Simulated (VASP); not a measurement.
A convergence study with VASP on CdS (zinc blende): one setting is varied, all else stays as given below, so the limit is that of these other settings. Each run relaxes cell and ions from the cell shown. The basis is that of the starting cell, so low cut-offs carry a Pulay error.

```xyz
2
Lattice="0.0000 2.9100 2.9100 2.9100 0.0000 2.9100 2.9100 2.9100 0.0000" Properties=species:S:1:pos:R:3 pbc="T T T"
Cd     0.0000     0.0000     0.0000
S      1.4550     1.4550     1.4550
```

The numbers are results of LDA (Ceperley-Alder, Perdew-Zunger), VASP's LDA PAW potentials (set 64) (plane waves; VASP), not measurements. The tightest run used: 700 eV cut-off, 7×7×7 Γ-centred mesh, Gaussian smearing of 0.050 eV, potentials Cd S.

Gaps are read on the run's mesh, which can miss a band edge.

The settings run are ENCUT = 200; ENCUT = 250; ENCUT = 300; ENCUT = 350; ENCUT = 400; ENCUT = 450; ENCUT = 500; ENCUT = 550; ENCUT = 600; ENCUT = 650; ENCUT = 700. From which on does the relaxed volume stay within 0.1 Å³/atom of the tightest run?

From ENCUT = 450 on: it is off by 0.041 there and by no more than 0.1 in any finer run, while ENCUT = 400 is off by 0.137.
```csv
setting,relaxed volume (Å³/atom),E (eV/atom),gap on the mesh (eV),plane waves,difference judged (Å³/atom)
ENCUT = 200,19.926,-4.1697,1.344,331,4.115
ENCUT = 250,22.973,-3.7231,1.048,459,1.067
ENCUT = 300,24.003,-3.7013,0.955,592,0.038
ENCUT = 350,23.880,-3.7034,0.970,748,0.160
ENCUT = 400,23.904,-3.7040,0.970,911,0.137
ENCUT = 450,23.999,-3.7035,0.963,1078,0.041
ENCUT = 500,24.037,-3.7034,0.960,1267,0.003
ENCUT = 550,24.031,-3.7035,0.960,1464,0.009
ENCUT = 600,24.025,-3.7035,0.961,1655,0.015
ENCUT = 650,24.032,-3.7035,0.960,1874,0.008
ENCUT = 700,24.040,-3.7034,0.960,2089,0.000
```

Left out are rungs that failed or repeat a setting and relaxations that didn't move; long series are thinned to 24 rows.

The compound is CdS in the zinc blende structure, a metastable form; wurtzite is the usual one.
